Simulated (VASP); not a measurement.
An input for Ansatz (written as the equivalent of a VASP run, and not itself run):

Ansatz 0.2 input:
```yaml
crystal:
  lattice:
    - [0.0000000, 3.9778264, 3.9778264]
    - [3.9778264, 0.0000000, 3.9778264]
    - [3.9778264, 3.9778264, 0.0000000]
  atoms:
    - { symbol: Ca, position: [0.2500000, 0.2500000, 0.2500000] }
    - { symbol: Ca, position: [0.7500000, 0.7500000, 0.7500000] }
    - { symbol: Ca, position: [0.5000000, 0.5000000, 0.5000000] }
    - { symbol: In, position: [0.0000000, 0.0000000, 0.0000000] }
kpoints:
  mp_grid: { grid: [6, 6, 6] }
hamiltonian:
  xc: pbesol
  pseudopotentials: { kind: paw }
scf:
  occupations: { method: methfessel_paxton, width: 0.1 }
  max_iter: 100
relax:
  max_steps: 60
  f_tol: 0.02
  cell: {}
output: { forces: true, stress: true, eigenvalues: true }
```

Problem. Write the VASP files for the same calculation (PBEsol).

Solution. Several could match; the one computed here: 
INCAR:
```
SYSTEM  =  Ca3In
PREC  =  Accurate; ENCUT  =  400; LREAL  =  F
LASPH  =  T
EDIFF  =  1E-6; NELM  =  100; ALGO  =  Normal
LMAXMIX  =  4
ISMEAR  =  1; SIGMA  =  0.1
GGA  =  PS
IBRION  =  2; NSW  =  60; ISIF  =  3
EDIFFG  =  -0.02
LWAVE  =  F; LCHARG  =  F
```

POSCAR:
```
Ca3In
1
   -0.0000000000     3.9778263515     3.9778263515
    3.9778263515    -0.0000000000     3.9778263515
    3.9778263515     3.9778263515    -0.0000000000
Ca In
3 1
Direct
  0.2500000000   0.2500000000   0.2500000000
  0.7500000000   0.7500000000   0.7500000000
  0.5000000000   0.5000000000   0.5000000000
  0.0000000000   0.0000000000   0.0000000000
```

KPOINTS:
```
Automatic mesh
0
Gamma
6 6 6
0 0 0
```

POTCAR, in this order: Ca_sv In_d (PBE.64 set). Program: vasp_std.

What does not carry over: each code has its own PAW files, so the cut-off isn't converted (ENCUT is set for VASP's; basis.ecutwfc is left out, and Ansatz then takes the one that its files recommend); Ansatz stops its SCF on the density residual and VASP on the energy change (EDIFF).

The structure comes from a computed database's Ca3In entry (Fm-3m); how it stands against other phases isn't given here. This run relaxes it. Symmetry was kept, so distortions that lower it aren't found. The start is the result of an earlier pass.
